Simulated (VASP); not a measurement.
OSZICAR of a VASP run on KMgF₃ (cubic perovskite):

File OSZICAR:
```
       N       E                     dE             d eps       ncg     rms          rms(c)
DAV:   1     0.246502206743E+03    0.24650E+03   -0.17485E+04   800   0.154E+03
DAV:   2    -0.149394294152E+02   -0.26144E+03   -0.24973E+03  1088   0.383E+02
DAV:   3    -0.262429013387E+02   -0.11303E+02   -0.11271E+02   952   0.795E+01
DAV:   4    -0.266701515211E+02   -0.42725E+00   -0.42664E+00  1404   0.126E+01
DAV:   5    -0.266716978845E+02   -0.15464E-02   -0.15463E-02   944   0.845E-01    0.893E+00
DAV:   6    -0.244405809304E+02    0.22311E+01   -0.98765E+00   900   0.221E+01    0.355E+00
DAV:   7    -0.244260956958E+02    0.14485E-01   -0.22529E-01  1060   0.330E+00    0.223E+00
DAV:   8    -0.244237875725E+02    0.23081E-02   -0.75492E-02   920   0.300E+00    0.273E-01
DAV:   9    -0.244238840333E+02   -0.96461E-04   -0.12276E-02  1048   0.794E-01    0.121E-01
DAV:  10    -0.244242464803E+02   -0.36245E-03   -0.11225E-03  1084   0.264E-01    0.625E-02
DAV:  11    -0.244242891120E+02   -0.42632E-04   -0.15202E-04   960   0.990E-02    0.261E-02
DAV:  12    -0.244242722396E+02    0.16872E-04   -0.87384E-05   940   0.639E-02    0.182E-03
DAV:  13    -0.244242725291E+02   -0.28953E-06   -0.16754E-06  1008   0.102E-02    0.102E-03
DAV:  14    -0.244242723637E+02    0.16540E-06   -0.26643E-07   812   0.381E-03    0.461E-04
DAV:  15    -0.244242723992E+02   -0.35453E-07   -0.16238E-08   624   0.109E-03
   1 F= -.25228689E+02 E0= -.25228689E+02  d E =-.236685E-17
```

### Question
Which electronic solver shows in the log?

### Answer
It is blocked Davidson (ALGO = Normal, or the opening steps of other solvers). The INCAR had ALGO = Normal.

### Question
Can the final energy be trusted as converged?

### Answer
The run converged. It stopped with EDIFF = 1E-7, NELM = 100 (PBE GGA with D3 dispersion (zero damping), plane waves, VASP's PBE PAW potentials (set 64)).

The compound is KMgF3 in the cubic perovskite structure. This cell is one point of a volume scan, at 1.06 of the reference volume.
